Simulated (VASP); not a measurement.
OSZICAR of a VASP run on YSi2 (space group P6/mmm):

File OSZICAR:
```
       N       E                     dE             d eps       ncg     rms          rms(c)
DAV:   1     0.420632240708E+02    0.42063E+02   -0.77385E+03  1820   0.108E+03
DAV:   2    -0.190141669644E+02   -0.61077E+02   -0.59713E+02  2223   0.205E+02
DAV:   3    -0.216078206106E+02   -0.25937E+01   -0.25561E+01  2776   0.331E+01
DAV:   4    -0.216811098911E+02   -0.73289E-01   -0.73233E-01  2419   0.588E+00
DAV:   5    -0.216828175848E+02   -0.17077E-02   -0.17145E-02  2786   0.750E-01    0.281E+01
DAV:   6    -0.208580892892E+02    0.82473E+00   -0.19524E+00  2221   0.774E+00    0.196E+01
DAV:   7    -0.207980257580E+02    0.60064E-01   -0.12891E+00  2696   0.608E+00    0.425E+00
DAV:   8    -0.207659562514E+02    0.32070E-01   -0.46792E-01  2205   0.403E+00    0.501E-01
DAV:   9    -0.207608568090E+02    0.50994E-02   -0.56462E-02  2175   0.142E+00    0.247E-01
DAV:  10    -0.207604167555E+02    0.44005E-03   -0.33496E-03  2285   0.401E-01    0.246E-01
DAV:  11    -0.207604350250E+02   -0.18270E-04   -0.22507E-04  2656   0.112E-01    0.301E-02
DAV:  12    -0.207604294813E+02    0.55437E-05   -0.16165E-05  2346   0.362E-02    0.268E-02
DAV:  13    -0.207604328522E+02   -0.33709E-05   -0.47250E-06  2273   0.154E-02    0.384E-03
DAV:  14    -0.207604337022E+02   -0.85000E-06   -0.54957E-07  2425   0.569E-03    0.112E-03
DAV:  15    -0.207604335803E+02    0.12193E-06   -0.22292E-08  1465   0.131E-03    0.830E-04
DAV:  16    -0.207604335166E+02    0.63678E-07   -0.47918E-09  1420   0.615E-04
   1 F= -.20760434E+02 E0= -.20760434E+02  d E =0.000000E+00
```

**Question.** Which electronic solver shows in the log?

**Answer.** It is blocked Davidson (ALGO = Normal, or the opening steps of other solvers). The INCAR had ALGO = Normal.

**Question.** Can the final energy be trusted as converged?

**Answer.** The calculation finished and met its thresholds. It stopped with EDIFF = 1E-7, NELM = 100 (LDA (Ceperley-Alder, Perdew-Zunger), plane waves, VASP's LDA PAW potentials (set 64)).

The structure comes from a computed database's YSi2 entry (P6/mmm); how it stands against other phases isn't given here. It was relaxed first, which changed the volume by -5 %. The electron count is odd and the run is not spin-polarised, which forces a metal.
